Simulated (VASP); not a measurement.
# Ca2FeO3 (P-6m2) in VASP: relaxation of cell and atoms with PBE

Aim: the relaxation of cell and atoms of Ca2FeO3 with PBE.

Everything below comes from runs of VASP 6.6.1. Logs are shortened: lines on timing, memory, paths and dates and some standing lists are left out, and cuts for length are marked.

### Step 1. Starting point

The structure is hexagonal, space group P-6m2 (No. 187). The conventional cell has a = 4.053 Å, b = 4.053 Å, c = 6.912 Å, α = 90.00°, β = 90.00°, γ = 120.00°. Around Ca (site symmetry 3m) lie 6 O at 2.45 to 2.80 Å and 3 Fe at 2.80 Å. Fe (site symmetry -6m2) has 3 O at 2.34 Å as nearest neighbours. Around O (site symmetry 3m) lie 2 O at 2.28 to 2.35 Å and 3 Ca at 2.45 Å. O (site symmetry -6m2) is surrounded by 2 O at 2.28 Å and 3 Fe at 2.34 Å.

The cell was built by a generator and needn't be a form met in nature.

### Step 2. Relaxation of cell and atoms, PBE, collinear spin, ferromagnetic start

File INCAR:

```
SYSTEM = Ca2FeO3
PREC = Normal
ENCUT = 520
EDIFF = 1E-4
ISMEAR = 0
SIGMA = 0.15
LREAL = .False.
LASPH = .True.
NELM = 60
ALGO = Fast
ISIF = 3
LWAVE = .False.
LCHARG = .False.
ISPIN = 2
MAGMOM = 0 0 3 0 0 0
LORBIT = 11
LMAXMIX = 4
GGA = PE
IBRION = 2
NSW = 24
EDIFFG = -0.08
```

File KPOINTS:

```
regular mesh
0
Gamma
  4 4 2
  0 0 0
```

File POSCAR:

```
Ca2FeO3
1.0
    4.0529711300      0.0000000000      0.0000000000
   -2.0264855700      3.5099759600      0.0000000000
    0.0000000000      0.0000000000      6.9123872400
Ca Fe O
2 1 3
Direct
    0.6666666700      0.3333333300      0.7236512700
    0.6666666700      0.3333333300      0.2763487300
    0.0000000000      0.0000000000      0.5000000000
    0.3333333300      0.6666666700      0.8302553500
    0.3333333300      0.6666666700      0.1697446500
    0.3333333300      0.6666666700      0.5000000000
```

Potentials or basis: VASP PAW PBE potentials, release 64 (Ca_sv, Fe, O).

Command:

```console
$ cat potpaw_PBE.64/Ca_sv/POTCAR potpaw_PBE.64/Fe/POTCAR potpaw_PBE.64/O/POTCAR > POTCAR
$ mpirun -np 1 vasp_std > vasp.out
```

OUTCAR:

```text
SYSTEM = Ca2FeO3
   PREC = Normal
   ENCUT = 520
   EDIFF = 1E-4
   ISMEAR = 0
   LREAL = .False.
   LASPH = .True.
   NELM = 60
   ISIF = 3
   ISPIN = 2
   LORBIT = 11
   GGA = PE
   IBRION = 2
   NSW = 24
   EDIFFG = -0.08

 ion  position               nearest neighbor table
   1  0.667  0.333  0.724-   4 2.45   4 2.45   4 2.45   3 2.80   3 2.80   3 2.80   2 3.09
   2  0.667  0.333  0.276-   5 2.45   5 2.45   5 2.45   3 2.80   3 2.80   3 2.80   1 3.09
   3  0.000  0.000  0.500-   6 2.34   6 2.34   6 2.34   1 2.80   2 2.80   2 2.80   1 2.80   2 2.80
                             1 2.80
   4  0.333  0.667  0.830-   1 2.45   1 2.45   1 2.45
   5  0.333  0.667  0.170-   2 2.45   2 2.45   2 2.45
   6  0.333  0.667  0.500-   3 2.34   3 2.34   3 2.34

  LATTYP: Found a hexagonal cell.
 ALAT       =     4.0529711300
 C/A-ratio  =     1.7055110975

  Lattice vectors:

 A1 = (   4.0529711300,   0.0000000000,   0.0000000000)
 A2 = (  -2.0264855700,   3.5099759600,   0.0000000000)
 A3 = (   0.0000000000,   0.0000000000,   6.9123872400)

Analysis of symmetry for initial positions (statically):
=====================================================================
 Subroutine PRICEL returns:
 Original cell was already a primitive cell.

 Routine SETGRP: Setting up the symmetry group for a
 hexagonal supercell.

 Subroutine GETGRP returns: Found 12 space group operations
 (whereof 12 operations were pure point group operations)
 out of a pool of 24 trial point group operations.

The static configuration has the point symmetry D_3h.

Analysis of symmetry for dynamics (positions and initial velocities):
=====================================================================
 Subroutine PRICEL returns:
 Original cell was already a primitive cell.

 Routine SETGRP: Setting up the symmetry group for a
 hexagonal supercell.

 Subroutine GETGRP returns: Found 12 space group operations
 (whereof 12 operations were pure point group operations)
 out of a pool of 24 trial point group operations.

The dynamic configuration has the point symmetry D_3h.

Analysis of structural, dynamic, and magnetic symmetry:
=====================================================================
 Subroutine PRICEL returns:
 Original cell was already a primitive cell.

 Routine SETGRP: Setting up the symmetry group for a
 hexagonal supercell.

 Subroutine GETGRP returns: Found 12 space group operations
 (whereof 12 operations were pure point group operations)
 out of a pool of 24 trial point group operations.

The overall configuration has the point symmetry D_3h.

 Subroutine INISYM returns: Found 12 space group operations
 (whereof 12 operations are pure point group operations),
 and found     1 'primitive' translations

----------------------------------------------------------------------------------------

                                     Primitive cell

  volume of cell :      98.3345

  direct lattice vectors                    reciprocal lattice vectors
     4.052971130  0.000000000  0.000000000     0.246732574  0.142451118  0.000000000
    -2.026485570  3.509975960  0.000000000     0.000000000  0.284902236  0.000000000
     0.000000000  0.000000000  6.912387240     0.000000000  0.000000000  0.144667821

  length of vectors
     4.052971130  4.052971133  6.912387240     0.284902236  0.284902236  0.144667821

  position of ions in fractional coordinates (direct lattice)
     0.666666670  0.333333330  0.723651270
     0.666666670  0.333333330  0.276348730
     0.000000000  0.000000000  0.500000000
     0.333333330  0.666666670  0.830255350
     0.333333330  0.666666670  0.169744650
     0.333333330  0.666666670  0.500000000

  ion indices of the primitive-cell ions
   primitive index   ion index
                 1           1
                 2           2
                 3           3
                 4           4
                 5           5
                 6           6

----------------------------------------------------------------------------------------

 KPOINTS: regular mesh

Automatic generation of k-mesh.
 Grid dimensions read from file:
 generate k-points for:    4    4    2

 Generating k-lattice:

  Cartesian coordinates                     Fractional coordinates (reciprocal lattice)
     0.061683144  0.035612780  0.000000000     0.250000000  0.000000000  0.000000000
     0.000000000  0.071225559  0.000000000     0.000000000  0.250000000  0.000000000
     0.000000000  0.000000000  0.072333911     0.000000000  0.000000000  0.500000000

  Length of vectors
     0.071225559  0.071225559  0.072333911

  Shift w.r.t. Gamma in fractional coordinates (k-lattice)
     0.000000000  0.000000000  0.000000000

 Subroutine IBZKPT returns following result:
 ===========================================

 Found      8 irreducible k-points:

 Following reciprocal coordinates:
            Coordinates               Weight
  0.000000  0.000000  0.000000      1.000000
  0.250000  0.000000  0.000000      6.000000
  0.500000  0.000000  0.000000      3.000000
  0.250000  0.250000  0.000000      6.000000
  0.000000  0.000000  0.500000      1.000000
  0.250000  0.000000  0.500000      6.000000
  0.500000  0.000000  0.500000      3.000000
  0.250000  0.250000  0.500000      6.000000
   k-points           NKPTS =      8   k-points in BZ     NKDIM =      8   number of bands    NBANDS=     29
   number of dos      NEDOS =    301   number of ions     NIONS =      6
   total plane-waves  NPLWV =  23040
   dimension x,y,z NGX =    24 NGY =   24 NGZ =   40
   dimension x,y,z NGXF=    48 NGYF=   48 NGZF=   80
   ions per type =               2   1   3
   NGX,Y,Z   is equivalent  to a cutoff of   9.84,  9.84,  9.62 a.u.
   NGXF,Y,Z  is equivalent  to a cutoff of  19.69, 19.69, 19.24 a.u.
 SYSTEM =  Ca2FeO3
   PREC   = normal    normal or accurate (medium, high low for compatibility)
   ISTART =      0    job   : 0-new  1-cont  2-samecut
   ICHARG =      2    charge: 1-file 2-atom 10-const
   ISPIN  =      2    spin polarized calculation?
   LNONCOLLINEAR =      F non collinear calculations
   LSORBIT =      F    spin-orbit coupling
   LASPH  =      T    aspherical Exc in radial PAW
   ENCUT  =  520.0 eV  38.22 Ry    6.18 a.u.   7.54  7.54 12.85*2*pi/ulx,y,z
   NELM   =     60;   NELMIN=  2; NELMDL= -5     # of ELM steps
   EDIFF  = 0.1E-03   stopping-criterion for ELM
   LREAL  =      F    real-space projection
   EDIFFG = -.8E-01   stopping-criterion for IOM
   NSW    =     24    number of steps for IOM
   IBRION =      2    ionic relax: 0-MD 1-quasi-New 2-CG
   NFREE  =      1    steps in history (QN), initial steepest desc. (CG)
   ISIF   =      3    stress and relaxation
   ISYM   =      2    0-nonsym 1-usesym 2-fastsym
   POTIM  = 0.5000    time-step for ionic-motion
   TEBEG  =    0.0;   TEEND  =   0.0 temperature during run
   PSTRESS=    0.0 pullay stress
   NELECT =      46.0000    total number of electrons
   NUPDOWN=      -1.0000    fix difference up-down
   EMIN   =  10.00;   EMAX   =-10.00  energy-range for DOS
   EFERMI =   0.00;   METHOD = LEGACY
   ISMEAR =     0;   SIGMA  =   0.15  broadening in eV -4-tet -1-fermi 0-gaus
   EFERMI_NEDOS =   21; number of points for ismear=-14 and -15
   IALGO  =     68    algorithm
   IMIX   =      4    mixing-type and parameters
     AMIX     =   0.40;   BMIX     =  1.00
     AMIX_MAG =   1.60;   BMIX_MAG =  1.00
  volume/ion in A,a.u.               =      16.39       110.60
  Fermi-wavevector in a.u.,A,eV,Ry     =   1.270844  2.401547 21.974010  1.615044
  Thomas-Fermi vector in A             =   2.403809
   LORBIT       =     11    0 simple, 1 ext, 2 COOP (PROOUT), +10 PAW based schemes
   GGA     = PE    functional components
   LHFCALC =     F    Hartree Fock is set to
   AEXX    =    0.0000 exact exchange contribution
   IVDW    =     0    specifies the selected vdW correction
   LEPSILON=     F    determine dielectric tensor
   LRPA    =     F    only Hartree local field effects (RPA)
 conjugate gradient relaxation of ions
 spin polarized calculation
 RMM-DIIS sequential band-by-band and
 Gauss-broadening in eV      SIGMA  =   0.15
  energy-cutoff  :      520.00
  volume of cell :       98.33
 maximum number of plane-waves:      2690
   NGX = 15   NGY = 15   NGZ = 25

--------------------------------------- Ionic step        1  -------------------------------------------

 number of electron      45.9999935 magnetization       3.2545452

 Free energy of the ion-electron system (eV)
  ---------------------------------------------------
  ext. energy  EPLUGINS =         0.00000000
  ---------------------------------------------------
  free energy    TOTEN  =       -31.19230993 eV

  energy without entropy =      -31.13795627  energy(sigma->0) =      -31.16513310

------------------------ aborting loop because EDIFF is reached ----------------------------------------

  FORCE on cell =-STRESS in cart. coord.  units (eV):
  Direction    XX          YY          ZZ          XY          YZ          ZX
  --------------------------------------------------------------------------------------
  -------------------------------------------------------------------------------------
  Total       -9.3162473     -9.3162473     10.7967006      0.0000000      0.0000000     -0.0000000
  in kB     -151.7909502   -151.7909503    175.9121868      0.0000002      0.0000000     -0.0000000
  external PRESSURE =     -42.5565712 kB  Pullay stress =       0.0000000 kB
[... 1149 lines left out ...]
  FREE ENERGIE OF THE ION-ELECTRON SYSTEM (eV)
  ---------------------------------------------------
  free  energy   TOTEN  =       -35.0293453779 eV

  energy  without entropy=      -34.9854709482  energy(sigma->0) =      -35.00740816

[... ionic steps 4 to 10 ...]

--------------------------------------- Ionic step       11  -------------------------------------------

 number of electron      46.0000052 magnetization       4.0627294

------------------------ aborting loop because EDIFF is reached ----------------------------------------
[... 75 lines left out ...]
--------------------------------------- Ionic step       13  -------------------------------------------

 number of electron      46.0000036 magnetization       4.0574740

 Free energy of the ion-electron system (eV)
  ---------------------------------------------------
  ext. energy  EPLUGINS =         0.00000000
  ---------------------------------------------------
  free energy    TOTEN  =       -36.11042442 eV

  energy without entropy =      -36.06797711  energy(sigma->0) =      -36.08920077

 E-fermi :   1.4302     XC(G=0):  -9.1742

 val. band max:        1.4118761938   @ k =   0.2500   0.2500   0.0000
 cond. band min:       1.4367634507   @ k =   0.2500   0.2500   0.5000
 fundamental gap:      0.0248872568
 Fermi energy:         1.4301771616
[... 548 lines left out ...]
  FREE ENERGIE OF THE ION-ELECTRON SYSTEM (eV)
  ---------------------------------------------------
  free  energy   TOTEN  =       -36.1104244224 eV

  energy  without entropy=      -36.0679771122  energy(sigma->0) =      -36.08920077

 reached required accuracy - stopping structural energy minimisation

 total charge

# of ion       s       p       d       tot
------------------------------------------
    1        2.052   5.888   0.410   8.349
    2        2.052   5.888   0.410   8.349
    3        0.327   0.267   6.008   6.602
    4        1.589   3.457   0.000   5.046
    5        1.589   3.457   0.000   5.046
    6        1.577   3.346   0.000   4.923
--------------------------------------------------
tot          9.186  22.303   6.827  38.315

 magnetization (x)

# of ion       s       p       d       tot
------------------------------------------
    1       -0.000   0.000  -0.003  -0.003
    2       -0.000   0.000  -0.003  -0.003
    3        0.031   0.035   3.409   3.475
    4        0.001   0.079   0.000   0.080
    5        0.001   0.079   0.000   0.080
    6        0.015   0.229   0.000   0.244
--------------------------------------------------
tot          0.047   0.423   3.402   3.872
```

Wall time 8.2 min (1 thread of AMD EPYC 7R43 (Zen 3), shared host); peak memory 0.17 GiB.

Results:

```
Free energy                                           : -36.1104 eV
Relaxed volume                                        : 17.18 Å³/atom
Relaxed cell                                          : a = 3.616 Å, b = 3.616 Å, c = 9.103 Å, α = 90.00°, β = 90.00°, γ = 120.00°
Space group after relaxing (to 0.05 Å)                : P-6m2 (No. 187)
Energy gained by relaxing                             : 819.7 meV/atom
Ionic steps                                           : 13
Pressure after relaxing                               : 0.2 GPa
Largest force after relaxing                          : 0.072 eV/Å
Band gap on the k mesh                                : none (metal or under the smearing width)
Net moment                                            : 4.06 μB per cell
Site moments                                          : Ca -0.00; Fe +3.48; O +0.08, +0.24 μB
Valence electrons inside the program's atomic spheres : Ca 8.35; Fe 6.60; O 5.05, 4.92
```

Forces in eV/Å, atoms in the order of the input:
```
Ca   0.000  0.000 -0.072
Ca   0.000  0.000  0.072
Fe   0.000  0.000  0.000
O    0.000  0.000  0.003
O    0.000  0.000 -0.003
O    0.000  0.000  0.000
```

The path:
| step | energy change (eV) | largest force (eV/Å) | pressure (GPa) | volume (Å³) |
| --- | --- | --- | --- | --- |
| 1 | 0.0000 | 3.2105 | -4.26 | 98.33 |
| 2 | -2.8323 | 2.4390 | -0.05 | 91.46 |
| 3 | -3.8370 | 0.8352 | 16.16 | 83.61 |
| 4 | -4.7385 | 0.5249 | 0.81 | 100.63 |
| 5 | -4.7414 | 0.4964 | 1.52 | 99.42 |
| 6 | -4.8284 | 0.5582 | -1.12 | 101.26 |
| 7 | -4.8288 | 0.5727 | -0.99 | 101.14 |
| 8 | -4.8676 | 0.3496 | 0.44 | 99.93 |
| 9 | -4.8754 | 0.2507 | 1.10 | 99.30 |
| 10 | -4.8762 | 0.2047 | 1.67 | 99.02 |
| 11 | -4.9046 | 0.1207 | 0.34 | 101.14 |
| 12 | -4.9097 | 0.0408 | -0.66 | 102.80 |
| 13 | -4.9181 | 0.0721 | 0.18 | 103.09 |

Final structure:
```xyz
6
Lattice="3.6163 0.0000 0.0000 -1.8081 3.1318 0.0000 0.0000 0.0000 9.1025" Properties=species:S:1:pos:R:3 pbc="T T T"
Ca    1.8081    1.0439    7.3564
Ca    1.8081    1.0439    1.7461
Fe   -1.8081    3.1318    4.5513
O     0.0000    2.0878    7.6065
O     0.0000    2.0878    1.4960
O     0.0000    2.0878    4.5513
```

Caveat: the k mesh is coarse (spacing up to 0.45 Å⁻¹), so the values aren't converged; a cell with one magnetic atom can't hold antiferromagnetic order, which such compounds often take; semilocal functionals often make such compounds metallic where correlation or magnetic order opens a gap, which also shifts bond lengths; the relaxation stopped at a loose force limit of 0.08 eV/Å, so its end isn't a converged minimum.
